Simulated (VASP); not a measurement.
```
CELL_PARAMETERS angstrom
      0.00000     2.56698     2.56698
      2.56698     0.00000     2.56698
      2.56698     2.56698     0.00000
ATOMIC_POSITIONS crystal
  Sr 0.00000 0.00000 0.00000
  O  0.50000 0.50000 0.50000
```

All values below come from PBEsol GGA, VASP's PBE PAW potentials (set 64) (plane waves; VASP). Numerical set-up: 620 eV cut-off, 9×9×9 Γ-centred mesh, Gaussian smearing of 0.050 eV, potentials Sr_sv O.

Estimate the energy per atom (σ→0).

```yaml
energy per atom (σ→0): -6.321 eV/atom
```

Only differences to runs with the same potentials and settings are physical.

The compound is SrO in the rock salt structure. It was relaxed first.
